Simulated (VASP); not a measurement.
Consider the following.

```
CELL_PARAMETERS angstrom
      1.90676    -3.30261     0.00000
      1.90676     3.30261     0.00000
      0.00000     0.00000     4.84874
ATOMIC_POSITIONS crystal
  Pt 0.00000 0.00000 0.00000
  Se 0.33333 0.66667 0.26612
  Se 0.66667 0.33333 0.73388
```

The numbers are results of PBE GGA with D4 dispersion, VASP's PBE PAW potentials (set 64) (plane waves; VASP), not measurements. Numerical set-up: 520 eV cut-off, 9×9×7 Γ-centred mesh, first-order Methfessel-Paxton smearing of 0.10 eV, potentials Pt Se.

The ions and cell shape at fixed volume are relaxed. Give the cell that the relaxation ends in.

```
CELL_PARAMETERS angstrom
      1.88989    -3.27339     0.00000
      1.88989     3.27339     0.00000
      0.00000     0.00000     4.93566
ATOMIC_POSITIONS crystal
  Pt 0.00000 0.00000 0.00000
  Se 0.33333 0.66667 0.26029
  Se 0.66667 0.33333 0.73971
```
Space group P-3m1 (164), at a tolerance of 0.03 Å.

How much energy does the relaxation gain?

The energy (σ→0) changes by -4.4 meV/atom, in 6 ionic steps.

The compound is PtSe2 in the 1T layered structure. This cell is one point of a volume scan, at 1.03 of the reference volume. Symmetry was kept, so distortions that lower it aren't found.
